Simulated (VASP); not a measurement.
VASP input:

INCAR:
```
ALGO = Normal
EDIFF = 1E-7
ENCUT = 400
ISIF = 2
ISMEAR = -5
LASPH = .True.
LCHARG = .True.
LEFG = .True.
LMAXMIX = 6
LORBIT = 11
LREAL = .False.
LWAVE = .False.
NEDOS = 601
NELM = 100
PREC = Accurate
SYSTEM = Te2W
```

File KPOINTS:
```
Automatic
0
G
  11 11 5
0 0 0
```

File POSCAR:
```
Te2W
1
    3.4483504949     0.0000000000     0.0000000000
   -1.7241752474     2.9863590727     0.0000000000
    0.0000000000     0.0000000000     7.1336399061
W Te
1 2
Direct
  0.0000000000   0.0000000000   0.0000000000
  0.3333330000   0.6666670000   0.2584262497
  0.6666670000   0.3333330000   0.7415737503
```

POTCAR, in this order: W_sv Te (LDA.64 set). Program: vasp_std.

Task: Translate this LDA calculation to Quantum ESPRESSO's pw.x.

Result: One equivalent input (not run):
```
&CONTROL
  calculation = 'scf'
  pseudo_dir = './pseudo'
  outdir = './out'
  tprnfor = .true.
  tstress = .true.
/
&SYSTEM
  ibrav = 0
  nat = 3
  ntyp = 2
  ecutwfc = 82.3
  occupations = 'tetrahedra'
  input_dft = 'pz'
/
&ELECTRONS
  conv_thr = 7.3e-09
  electron_maxstep = 100
/
ATOMIC_SPECIES
  W 183.840 W.upf
  Te 127.600 Te.upf
CELL_PARAMETERS angstrom
     3.4483505    0.0000000    0.0000000
    -1.7241752    2.9863591    0.0000000
     0.0000000    0.0000000    7.1336399
ATOMIC_POSITIONS crystal
  W    0.0000000  0.0000000  0.0000000
  Te   0.3333330  0.6666670  0.2584262
  Te   0.6666670  0.3333330  0.7415738
K_POINTS automatic
  11 11 5 0 0 0
```
The two are equivalent in intent, not identical: the potentials are each code's own (VASP's PAW set, PseudoDojo norm-conserving files in pw.x), so ENCUT and ecutwfc are chosen apart and not converted; conv_thr bounds pw.x's estimated SCF error, while EDIFF bounds the energy change between steps; the field gradients of LEFG aren't asked of the other code.

The structure was generated: Te2W was put into the CdI2 type (P-3m1), which need not be its known phase. It was relaxed first, which changed the volume by -24 %.
